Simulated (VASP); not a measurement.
Here is the system:

```xyz
2
Lattice="1.7371 -3.0087 0.0000 1.7371 3.0087 0.0000 0.0000 0.0000 5.5426" Properties=species:S:1:pos:R:3 pbc="T T T"
Tl     1.7371     1.0029     1.3857
Tl     1.7371    -1.0029     4.1570
```

These are PBE GGA, VASP's PBE PAW potentials (set 64) (plane waves; VASP) values and carry that method's errors. Numerical set-up: 300 eV cut-off, 7×7×4 Γ-centred mesh, Gaussian smearing of 0.10 eV, potentials Tl_d.

Problem. Give the energies of bands 11 to 16 at the high-symmetry points, in eV from the Fermi level.

Solution. 
| band | Γ | M | K | A | L | H |
|---|---|---|---|---|---|---|
| 11 | -9.99 | -5.81 | -4.65 | -8.57 | -4.77 | -4.14 |
| 12 | -5.13 | -4.71 | -4.65 | -8.57 | -4.77 | -4.14 |
| 13 | -2.82 | -0.73 | -1.31 | 3.30 | -2.26 | -0.92 |
| 14 | 7.83 | 0.51 | 1.73 | 3.30 | -2.26 | -0.92 |
| 15 | 7.83 | 1.30 | 1.73 | 8.81 | 5.47 | 0.20 |
| 16 | 9.90 | 3.74 | 2.78 | 8.81 | 5.47 | 0.20 |

It has no gap at this level: it comes out as a metal or semimetal.

The structure is a typed Tl crystal (P6_3/mmc). The cell was not relaxed at this level.
